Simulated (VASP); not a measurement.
Consider the following.

```xyz
6
Lattice="4.2780 0.0000 0.0000 0.0000 4.2780 0.0000 0.0000 0.0000 2.8498" Properties=species:S:1:pos:R:3 pbc="T T T"
Cr     0.0000     0.0000     0.0000
Cr     2.1390     2.1390     1.4249
O      1.2906     1.2906     0.0000
O      3.4296     0.8483     1.4249
O      0.8483     3.4296     1.4249
O      2.9873     2.9873     0.0000
```
Starting moments (μB, in the order of the record's atoms Cr Cr O O O O): 2.1 2.1 -0.1 -0.1 -0.1 -0.1.

Method: PBE GGA, VASP's PBE PAW potentials (set 64) (plane waves; VASP). Settings: 620 eV cut-off, 7×7×11 Γ-centred mesh, first-order Methfessel-Paxton smearing of 0.10 eV, potentials Cr_pv O.

Energy and stress use the plane-wave basis of the starting cell.

Task: The ions, cell shape and volume at an external pressure of 45.0 GPa are relaxed. Which structure does the run end with?

Result: 
```xyz
6
Lattice="4.2171 0.0000 0.0000 0.0000 4.2171 0.0000 0.0000 0.0000 2.8235" Properties=species:S:1:pos:R:3 pbc="T T T"
Cr     0.0000     0.0000     0.0000
Cr     2.1086     2.1086     1.4118
O      1.2715     1.2715     0.0000
O      3.3800     0.8371     1.4118
O      0.8371     3.3800     1.4118
O      2.9456     2.9456     0.0000
```
Space group P4_2/mnm (136), at a tolerance of 0.03 Å. The cell ends with 4.00 μB, on the sites 2.01 2.01 -0.03 -0.03 -0.03 -0.03 μB.

Task: How do energy and volume change from the first to the last step?

Result: The energy (σ→0) changes by +75.5 meV/atom and the volume by -3.7 %, in 7 ionic steps.

```csv
step,E(σ→0) (eV),max force (eV/Å),pressure (GPa),volume (Å³)
1,-49.8646,0.018,30.11,52.15
2,-47.8302,0.329,86.51,46.29
3,-49.4356,0.076,44.57,50.30
4,-49.4226,0.079,45.02,50.26
5,-49.4149,0.074,44.97,50.23
6,-49.4173,0.034,44.94,50.23
7,-49.4118,0.012,45.16,50.21
```

The compound is CrO2 in the rutile structure. This run relaxes it under an external pressure of 45 GPa. Symmetry was kept, so distortions that lower it aren't found.
